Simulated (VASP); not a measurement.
Input:

```
CELL_PARAMETERS angstrom
      0.00000     1.77269     1.77269
      1.77269     0.00000     1.77269
      1.77269     1.77269     0.00000
ATOMIC_POSITIONS crystal
  C  0.00000 0.00000 0.00000
  C  0.25000 0.25000 0.25000
```

Level of theory: r2SCAN meta-GGA, VASP's PBE PAW potentials (set 64) (plane waves; VASP). Numerical set-up: 600 eV cut-off, 12×12×12 Γ-centred mesh, Gaussian smearing of 0.050 eV, potentials C.

**Question.** What does the run give for the energy per atom (σ→0), pressure?

**Answer.** 
```yaml
energy per atom (σ→0): -9.830 eV/atom
pressure: 6.19 GPa
```

Total energies compare only between runs with the same potentials, cut-off and functional.

The compound is C in the diamond structure. This cell was strained or had an atom moved on purpose.
